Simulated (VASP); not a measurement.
A convergence study with VASP on BAs (zinc blende): one setting is varied, all else stays as given below, so the limit is that of these other settings. ε∞ is the independent-particle value.

```
AsB
1.0
    0.00000     2.39000     2.39000
    2.39000     0.00000     2.39000
    2.39000     2.39000     0.00000
B As
1 1
Direct
  0.00000   0.00000   0.00000
  0.25000   0.25000   0.25000
```

These are PBEsol GGA, VASP's PBE PAW potentials (set 64) (plane waves; VASP) values and carry that method's errors. The tightest run used: 700 eV cut-off, 8×8×8 Γ-centred mesh, Gaussian smearing of 0.050 eV, potentials B As.

Problem. The settings run are NBANDS = 5; NBANDS = 6; NBANDS = 8; NBANDS = 12; NBANDS = 20; NBANDS = 36; NBANDS = 68; NBANDS = 132. From which on does the mean ε∞ stay within 0.1  of the tightest run?

Solution. From NBANDS = 12 on: it is off by 0.03 there and by no more than 0.1 in any finer run, while NBANDS = 8 is off by 0.22.
```
setting       mean ε∞  bands  difference judged ()
------------  -------  -----  --------------------
NBANDS = 5       7.70      5                  3.02
NBANDS = 6       9.38      6                  1.34
NBANDS = 8      10.50      8                  0.22
NBANDS = 12     10.68     12                  0.03
NBANDS = 20     10.70     20                  0.01
NBANDS = 36     10.71     36                  0.01
NBANDS = 68     10.71     68                  0.01
NBANDS = 132    10.71    132                  0.00
```

Left out are rungs that failed or repeat a setting and relaxations that didn't move; long series are thinned to 24 rows.

The compound is BAs in the zinc blende structure. The cell was not relaxed at this level.
